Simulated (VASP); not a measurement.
Here is the system:

```
CELL_PARAMETERS angstrom
      0.00000     2.12672     2.12672
      2.12672     0.00000     2.12672
      2.12672     2.12672     0.00000
ATOMIC_POSITIONS crystal
  Ru 0.00000 0.00000 0.00000
  N  0.50000 0.50000 0.50000
```

Calculation: PBEsol GGA, VASP's PBE PAW potentials (set 64) (plane waves; VASP). Settings: 520 eV cut-off, 16×16×16 Γ-centred mesh, tetrahedra with Blöchl corrections, potentials Ru_pv N.

Question: Tabulate the total density of states (states/eV per cell) against energy (eV; zero at the valence-band maximum or, without a gap, the Fermi level).

Answer: 
(E (eV), DOS (states/eV)): (-9.98, 0.00); (-9.86, 0.00); (-9.62, 0.00); (-9.50, 0.01); (-9.26, 0.15); (-9.14, 0.22); (-8.90, 0.35); (-8.78, 0.42); (-8.66, 0.52); (-8.42, 0.87); (-8.30, 1.02); (-8.06, 1.05); (-7.94, 1.18); (-7.82, 1.23); (-7.58, 0.91); (-7.46, 0.81); (-7.22, 1.62); (-7.10, 2.11); (-6.86, 3.02); (-6.74, 3.69); (-6.62, 3.99); (-6.38, 2.23); (-6.26, 1.85); (-6.02, 1.48); (-5.90, 1.31); (-5.78, 1.18); (-5.54, 0.86); (-5.42, 0.76); (-5.18, 0.62); (-5.06, 0.55); (-4.82, 0.45); (-4.70, 0.40); (-4.58, 0.34); (-4.34, 0.21); (-4.22, 0.19); (-3.98, 0.25); (-3.86, 0.31); (-3.74, 0.36); (-3.50, 0.46); (-3.38, 0.55); (-3.14, 0.68); (-3.02, 0.69); (-2.78, 0.76); (-2.66, 0.80); (-2.54, 0.86); (-2.30, 0.95); (-2.18, 1.01); (-1.94, 1.15); (-1.82, 1.25); (-1.70, 1.39); (-1.46, 1.86); (-1.34, 1.45); (-1.10, 2.06); (-0.98, 3.18); (-0.74, 2.50); (-0.62, 1.97); (-0.50, 1.65); (-0.26, 1.10); (-0.14, 1.26); (0.10, 6.86); (0.22, 1.36); (0.34, 0.65); (0.58, 0.58); (0.70, 0.62); (0.94, 0.80); (1.06, 0.87); (1.30, 0.92); (1.42, 0.93); (1.54, 0.86); (1.78, 1.01); (1.90, 1.05); (2.14, 1.15); (2.26, 1.13); (2.38, 1.06); (2.62, 0.98); (2.74, 0.94); (2.98, 0.90); (3.10, 0.89); (3.34, 0.83); (3.46, 0.80)
Within 2 eV below the Fermi level the largest weight inside VASP's projection spheres is Ru d.

The structure was generated: RuN was put into the rock salt type (Fm-3m), which need not be its known phase. It was relaxed first, which changed the volume by -25 %. The electron count is odd and the run is not spin-polarised, which forces a metal.
